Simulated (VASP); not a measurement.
Energy against volume of CdS (zinc blende). Level of theory: MS2 meta-GGA, VASP's PBE PAW potentials (set 64) (plane waves; VASP). Numerical set-up: 520 eV cut-off, 8×8×8 Γ-centred mesh, Gaussian smearing of 0.050 eV, potentials Cd S.

| V (Å³/atom) | E (eV/atom) |
|---|---|
| 24.685 | -3.90863 |
| 25.448 | -3.91337 |
| 26.212 | -3.90951 |
| 26.975 | -3.89836 |

Problem. Fit these four points and predict the energy of the run at 23.921 Å³/atom.

Solution. A cubic in V^(−2/3), the third-order Birch-Murnaghan form, passes through the four points with V0 = 25.47 Å³/atom and B0 = 60 GPa, and gives -3.8937 eV/atom there. The run gave -3.8938 eV/atom, -0.0 meV/atom from the fit; all five points give B0 = 60 GPa.

The compound is CdS in the zinc blende structure, a metastable form; wurtzite is the usual one. It was relaxed first.
